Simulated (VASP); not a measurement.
All values below come from PBEsol GGA, VASP's PBE PAW potentials (set 64) (plane waves; VASP).

VASP input:

POSCAR:
```
CsI
1
    3.7493829026    -0.0000000000    -0.0000000000
    0.0000000000     3.7493829026    -0.0000000000
    0.0000000000    -0.0000000000     3.7493829026
Cs I
1 1
Direct
  0.0000000000   0.0000000000   0.0000000000
  0.5000000000   0.5000000000   0.5000000000
```

File KPOINTS:
```
Automatic mesh
0
Gamma
7 7 7
0 0 0
```

INCAR:
```
! general
SYSTEM  = CsI
PREC    = Accurate
ENCUT   = 500
LREAL   = .FALSE.
LASPH   = .TRUE.

! electronic loop
EDIFF   = 1E-6
NELM    = 100
ALGO    = Normal
LMAXMIX = 4

! smearing
ISMEAR  = 0
SIGMA   = 0.05

! functional
GGA     = PS

! ions
IBRION  = 2
NSW     = 40
ISIF    = 3
EDIFFG  = -0.02
PSTRESS = 300

! output
LWAVE   = .FALSE.
LCHARG  = .FALSE.
```

POTCAR, in this order: Cs_sv I (PBE.64 set). Program: vasp_std.

Task: What will the output report for the number of irreducible k-points (NKPTS), largest plane-wave count, number of space-group operations, FFT grid (NGX, NGY, NGZ)?

Result: 
```yaml
number of irreducible k-points (NKPTS): 20
largest_plane_wave_count: 1357
number_of_space_group_operations: 48
FFT grid (NGX, NGY, NGZ): 28 × 28 × 28
```

The compound is CsI in the CsCl type structure. It was relaxed first under an external pressure of 30 GPa.
